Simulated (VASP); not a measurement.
Write the native input for VASP 6.6.1 that does the following.

```
Task                   : single point
Functional             : r2SCAN
Potentials or basis    : VASP PAW PBE potentials, release 64 (Co, Re, B)
Cutoff                 : 520 eV
k mesh                 : 8 × 8 × 11
Occupations            : fermi-dirac, width 0.1 eV
Spin                   : no spin polarisation
Dipole correction      : no
Further INCAR settings : ALGO = Normal; EDIFF = 1e-06
```

Crystal: Co3ReB2.

```xyz
6
Lattice="4.8114 0.0000 0.0000 -2.4057 4.1668 0.0000 0.0000 0.0000 2.9148" Properties=species:S:1:pos:R:3 pbc="T T T"
Co    2.4057    0.0000    1.4574
Co    1.2028    2.0834    1.4574
Co   -1.2028    2.0834    1.4574
Re    0.0000    0.0000    0.0000
B    -0.0002    2.7780    0.0000
B     2.4054    1.3888    0.0000
```

The cell was built by a generator and needn't be a form met in nature.

These files were run (other wordings do the same):

POSCAR

```
Co3ReB2
1.0
    4.8113568400      0.0000000000      0.0000000000
   -2.4056789300      4.1667605900      0.0000000000
    0.0000000000      0.0000000000      2.9148036200
Co Re B
3 1 2
Direct
    0.5000000000      0.0000000000      0.5000000000
    0.5000000000      0.5000000000      0.5000000000
    0.0000000000      0.5000000000      0.5000000000
    0.0000000000      0.0000000000      0.0000000000
    0.3333000000      0.6667000000      0.0000000000
    0.6666000000      0.3333000000      0.0000000000
```

INCAR.step1

```
PREC = Accurate
ENCUT = 520
ISMEAR = -5
SIGMA = 0.1
LREAL = F
LASPH = T
NELM = 80
LMAXMIX = 4
GGA = PE
ALGO = Normal
EDIFF = 1E-4
LWAVE = T
LCHARG = F
```

INCAR.step2

```
PREC = Accurate
ENCUT = 520
EDIFF = 1E-6
ISMEAR = -1
SIGMA = 0.1
LREAL = F
LASPH = T
NELM = 80
ALGO = Normal
ISIF = 2
LWAVE = F
LCHARG = F
LMAXMIX = 4
METAGGA = R2SCAN
LMIXTAU = T
LORBIT = 11
ISTART = 1
```

KPOINTS

```
Automatic mesh
0
Gamma
  8 8 11
```

Potentials or basis: VASP PAW PBE potentials, release 64 (Co, Re, B).

Run with:

```bash
$ cat potpaw_PBE.64/Co/POTCAR potpaw_PBE.64/Re/POTCAR potpaw_PBE.64/B/POTCAR > POTCAR
$ cp INCAR.step1 INCAR
$ mpirun -np 1 vasp_std > vasp.out
$ cp INCAR.step2 INCAR
$ mpirun -np 1 vasp_std > vasp.out
```

It gave:

```yaml
Pressure: -12.4 GPa
Band_gap_on_the_k_mesh: none (metal or under the smearing width)
Valence_electrons_inside_the_program's_atomic_spheres: Co 8.78; Re 5.45; B 1.84
```

Caveat: the PAW data sets were made with another functional, which shifts forces and pressure a little.

It took 8.4 min on 1 thread of AMD EPYC 9R45 96-Core Processor (Zen 5), on a shared host, peak memory 0.3 GiB.
